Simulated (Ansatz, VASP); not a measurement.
MoI in VASP and in Ansatz

File POSCAR:

```
MoI
1.0
    0.0000000000      3.1788513800      3.1788513800
    3.1788513800      0.0000000000      3.1788513800
    3.1788513800      3.1788513800      0.0000000000
Mo I
1 1
Direct
    0.0000000000      0.0000000000      0.0000000000
    0.7500000000      0.7500000000      0.7500000000
```

Contents of INCAR.step1:

```
SYSTEM = MoI
PREC = Accurate ; ENCUT = 520
EDIFF = 1E-5 ; ISMEAR = -1
SIGMA = 0.05 ; LREAL = .False.
LASPH = .True. ; NELM = 100
ALGO = Normal ; ISIF = 2
LWAVE = .True. ; LCHARG = .False.
NBANDS = 18 ; GGA = PE
```

Contents of INCAR.step2:

```
SYSTEM = MoI
PREC = Accurate ; ENCUT = 520
EDIFF = 1E-6 ; ISMEAR = -1
SIGMA = 0.05 ; LREAL = .False.
LASPH = .True. ; NELM = 100
ALGO = Normal ; ISIF = 2
LWAVE = .False. ; LCHARG = .False.
GGA = PE ; LHFCALC = .True.
HFSCREEN = 0.2 ; AEXX = 0.1
PRECFOCK = Fast ; NBANDS = 18
ISTART = 1
```

The input KPOINTS:

```
regular mesh
0
Gamma
  4 4 4
  0 0 0
```

Contents of input.yaml:

```yaml
crystal:
  lattice:
    - [0.0, 3.17885138, 3.17885138]
    - [3.17885138, 0.0, 3.17885138]
    - [3.17885138, 3.17885138, 0.0]
  atoms:
    - { symbol: Mo, position: [0.0, 0.0, 0.0] }
    - { symbol: I, position: [0.75, 0.75, 0.75] }
hamiltonian:
  xc: { exchange: pbe, correlation: pbe, exx: { coeff: 0.1, omega: 0.2 } }
  pseudopotentials: { kind: paw }
kpoints:
  mp_grid: { grid: [4, 4, 4] }
scf:
  occupations: { method: fermi_dirac, width: 0.05 }
output:
  forces: true
  stress: true
  eigenvalues: true
  write_density: true
  write_potential: true
  elf: true
  volumetric_format: npy
```

The cell was built by a generator and needn't be a form met in nature.

Alike in both runs: task single point; functional HSE(alpha, omega); k mesh 4 × 4 × 4; occupations fermi-dirac, width 0.05 eV; no spin polarisation.

|  | VASP | Ansatz |
| --- | --- | --- |
| version | VASP 6.6.1 | Ansatz 0.2.0 |
| potentials or method | VASP PAW PBE potentials, release 64 (Mo_sv, I) | Ansatz PAW |
| plane-wave cutoff (eV) | 520 | 420 |
| valence electrons in the cell | 21 | 31 |

|  | VASP | Ansatz | Ansatz less VASP |
| --- | --- | --- | --- |
| gap on the k mesh at the Fermi level (eV) | none | none | - |
| pressure (GPa) | -8.2 | -8.1 | +0.06 |

A gap of «none» marks a metal or a gap that the smearing closes. The two sets of potentials don't hold the same shells in valence.

Caveats: the k mesh is coarse (spacing up to 0.43 Å⁻¹), so the values aren't converged, least of all with exact exchange; an odd number of electrons without spin polarisation forces a metal; a magnetic or distorted state may lie lower; the PAW data sets were made with another functional, which shifts forces and pressure a little (VASP); the PAW data sets come from PBE, with cores solved anew for the run's functional, which leaves a small shift of forces and pressure (Ansatz); the thresholds are loose for stress (Ansatz). Spin-orbit coupling is left out, which matters for the levels of I.
